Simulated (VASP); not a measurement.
An input for Quantum ESPRESSO's pw.x (written as the equivalent of a VASP run, and not itself run):

```
&CONTROL
  calculation = 'vc-relax'
  pseudo_dir = './pseudo'
  outdir = './out'
  tprnfor = .true.
  tstress = .true.
  nstep = 40
  forc_conv_thr = 0.00078
/
&SYSTEM
  ibrav = 0
  nat = 5
  ntyp = 3
  ecutwfc = 62.5
  occupations = 'smearing'
  smearing = 'gaussian'
  degauss = 0.003675
  input_dft = 'pbe'
/
&ELECTRONS
  conv_thr = 7.3e-08
  electron_maxstep = 100
/
&IONS
/
&CELL
  press = 200
/
ATOMIC_SPECIES
  Cs 132.905 Cs.upf
  Pb 207.200 Pb.upf
  Cl 35.450 Cl.upf
CELL_PARAMETERS angstrom
     5.2752820    0.0000000    0.0000000
     0.0000000    5.2752820    0.0000000
     0.0000000    0.0000000    5.2752820
ATOMIC_POSITIONS crystal
  Cs   0.0000000  0.0000000  0.0000000
  Pb   0.5000000  0.5000000  0.5000000
  Cl   0.5000000  0.0000000  0.5000000
  Cl   0.0000000  0.5000000  0.5000000
  Cl   0.5000000  0.5000000  0.0000000
K_POINTS automatic
  4 4 4 0 0 0
```

**Question.** Translate this input to VASP (INCAR, KPOINTS, POSCAR, choice of POTCAR).

**Answer.** This is not unique; one that fits is 
INCAR:
```
! general
SYSTEM  = CsPbCl3
PREC    = Accurate
ENCUT   = 500
LREAL   = .False.
LASPH   = .True.

! electronic loop
EDIFF   = 1E-6   ! SCF stop (eV)
NELM    = 100
ALGO    = Normal   ! blocked Davidson
LMAXMIX = 4   ! l cut-off of mixed one-centre charges

! smearing
ISMEAR  = 0   ! Gaussian
SIGMA   = 0.05   ! width (eV)

! functional
GGA     = PE   ! PBE

! ions
IBRION  = 2   ! conjugate gradients
NSW     = 40   ! most ionic steps
ISIF    = 3
EDIFFG  = -0.02   ! ionic stop
PSTRESS = 200   ! kbar

! output
LWAVE   = .False.
LCHARG  = .False.
```

File KPOINTS:
```
Regular mesh
0
gamma
 4 4 4
0 0 0
```

**POSCAR**
```
CsPbCl3
1
    5.2752819998     0.0000000000     0.0000000000
    0.0000000000     5.2752819998     0.0000000000
    0.0000000000     0.0000000000     5.2752819998
Cs Pb Cl
1 1 3
Direct
  0.0000000000   0.0000000000   0.0000000000
  0.5000000000   0.5000000000   0.5000000000
  0.5000000000   0.0000000000   0.5000000000
  0.0000000000   0.5000000000   0.5000000000
  0.5000000000   0.5000000000   0.0000000000
```

POTCAR, in this order: Cs_sv Pb_d Cl (PBE.64 set). Program: vasp_std.

The two are equivalent in intent, not identical: the potentials are each code's own (VASP's PAW set, PseudoDojo norm-conserving files in pw.x), so ENCUT and ecutwfc are chosen apart and not converted; conv_thr bounds pw.x's estimated SCF error, while EDIFF bounds the energy change between steps; forc_conv_thr acts on force components and is met together with etot_conv_thr.

The compound is CsPbCl3 in the cubic perovskite structure, the ideal cubic form; the compound distorts at low or room temperature. This run relaxes it under an external pressure of 20 GPa. Symmetry was kept, so distortions that lower it aren't found. The k-mesh is coarse (spacing up to 0.31 per Å, 2π included), so the numbers may not be converged in it.
